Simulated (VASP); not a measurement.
Calculation: LDA (Ceperley-Alder, Perdew-Zunger), VASP's LDA PAW potentials (set 64) (plane waves; VASP).

VASP input:

**POSCAR**
```
ZnSe
1
   -0.0000000000     2.7849316617     2.7849316617
    2.7849316617    -0.0000000000     2.7849316617
    2.7849316617     2.7849316617     0.0000000000
Zn Se
1 1
Direct
  0.0000000000   0.0000000000   0.0000000000
  0.7500000000   0.7500000000   0.7500000000
```

INCAR:
```
# general
SYSTEM   =  ZnSe
PREC     =  Accurate
ENCUT    =  400
LREAL    =  F
LASPH    =  T

# electronic loop
EDIFF    =  1E-6
NELM     =  100
ALGO     =  Normal
LMAXMIX  =  4

# smearing
ISMEAR   =  0
SIGMA    =  0.05

# ions
IBRION   =  2
NSW      =  60
ISIF     =  3
EDIFFG   =  -0.01

# output
LWAVE    =  F
LCHARG   =  F
```

KPOINTS:
```
kpoints
0
G
  7 7 7
0 0 0
```

POTCAR, in this order: Zn Se (LDA.64 set). Program: vasp_std.

What VASP printed:

OUTCAR:
```
 ion  position               nearest neighbor table
   1  0.000  0.000  0.000-   2 2.41   2 2.41   2 2.41   2 2.41
   2  0.750  0.750  0.750-   1 2.41   1 2.41   1 2.41   1 2.41
  LATTYP: Found a face centered cubic cell.
 ALAT       =     5.5698633234
 Subroutine PRICEL returns:
 Original cell was already a primitive cell.
 Subroutine GETGRP returns: Found 24 space group operations
The static configuration has the point symmetry T_d .
The dynamic configuration has the point symmetry T_d .
 Subroutine INISYM returns: Found 24 space group operations
 Subroutine IBZKPT returns following result:
 Found     20 irreducible k-points:

 Following reciprocal coordinates:
            Coordinates               Weight
  0.000000  0.000000  0.000000      1.000000
  0.142857  0.000000  0.000000      8.000000
  0.285714  0.000000  0.000000      8.000000
  0.428571  0.000000  0.000000      8.000000
  0.142857  0.142857  0.000000      6.000000
  0.285714  0.142857  0.000000     24.000000
  0.428571  0.142857  0.000000     24.000000
 -0.428571  0.142857  0.000000     24.000000
 -0.285714  0.142857  0.000000     24.000000
 -0.142857  0.142857  0.000000     12.000000
  0.285714  0.285714  0.000000      6.000000
  0.428571  0.285714  0.000000     24.000000
 -0.428571  0.285714  0.000000     24.000000
 -0.285714  0.285714  0.000000     12.000000
  0.428571  0.428571  0.000000      6.000000
 -0.428571  0.428571  0.000000     12.000000
  0.428571  0.285714  0.142857     24.000000
 -0.428571  0.285714  0.142857     48.000000
 -0.428571  0.428571  0.142857     24.000000
 -0.285714  0.428571  0.142857     24.000000
   k-points           NKPTS =     20   k-points in BZ     NKDIM =     20   number of bands    NBANDS=     13
   number of dos      NEDOS =    301   number of ions     NIONS =      2
   total plane-waves  NPLWV =  21952
   dimension x,y,z NGX =    28 NGY =   28 NGZ =   28
...
```

**OSZICAR**
```
       N       E                     dE             d eps       ncg     rms          rms(c)
DAV:   1     0.765992308877E+02    0.76599E+02   -0.77169E+03   520   0.133E+03
DAV:   2    -0.280487025103E+01   -0.79404E+02   -0.76651E+02   555   0.250E+02
DAV:   3    -0.763653814501E+01   -0.48317E+01   -0.48102E+01   635   0.650E+01
DAV:   4    -0.768142411478E+01   -0.44886E-01   -0.44877E-01   565   0.668E+00
DAV:   5    -0.768168295030E+01   -0.25884E-03   -0.25883E-03   645   0.479E-01    0.552E+00
DAV:   6    -0.739954905361E+01    0.28213E+00   -0.72592E-01   715   0.314E+01    0.411E+00
DAV:   7    -0.737404218301E+01    0.25507E-01   -0.20635E-01   550   0.486E+00    0.167E+00
DAV:   8    -0.736988027017E+01    0.41619E-02   -0.33908E-03   763   0.781E-01    0.455E-01
DAV:   9    -0.736927644101E+01    0.60383E-03   -0.96769E-04   585   0.320E-01    0.616E-02
DAV:  10    -0.736929052505E+01   -0.14084E-04   -0.97611E-05   593   0.112E-01    0.190E-02
DAV:  11    -0.736928791799E+01    0.26071E-05   -0.88158E-06   757   0.564E-02    0.438E-03
DAV:  12    -0.736928790559E+01    0.12405E-07   -0.21845E-06   460   0.116E-02
   1 F= -.73692879E+01 E0= -.73692879E+01  d E =-.736929E+01
```

**OUTCAR**
```
------------------------ aborting loop because EDIFF is reached ----------------------------------------
  FORCE on cell =-STRESS in cart. coord.  units (eV):
  Direction    XX          YY          ZZ          XY          YZ          ZX
  --------------------------------------------------------------------------------------
  Total        0.0071142      0.0071142      0.0071142      0.0000000     -0.0000000     -0.0000000
  in kB        0.2638521      0.2638521      0.2638521      0.0000000     -0.0000000     -0.0000000
  external PRESSURE =       0.2638521 kB  Pullay stress =       0.0000000 kB
  volume of cell :       43.20
      direct lattice vectors                 reciprocal lattice vectors
     0.000000000  2.784931662  2.784931662    -0.179537619  0.179537619  0.179537619
     2.784931662  0.000000000  2.784931662     0.179537619 -0.179537619  0.179537619
     2.784931662  2.784931662  0.000000000     0.179537619  0.179537619 -0.179537619
  FREE ENERGIE OF THE ION-ELECTRON SYSTEM (eV)
  ---------------------------------------------------
  free  energy   TOTEN  =        -7.3692879056 eV

  energy  without entropy=       -7.3692879056  energy(sigma->0) =       -7.36928791

 reached required accuracy - stopping structural energy minimisation
```
(Selected blocks of OUTCAR.)

The structure comes from a computed database's ZnSe entry (F-43m); how it stands against other phases isn't given here. It was relaxed first. The start is the result of an earlier pass.
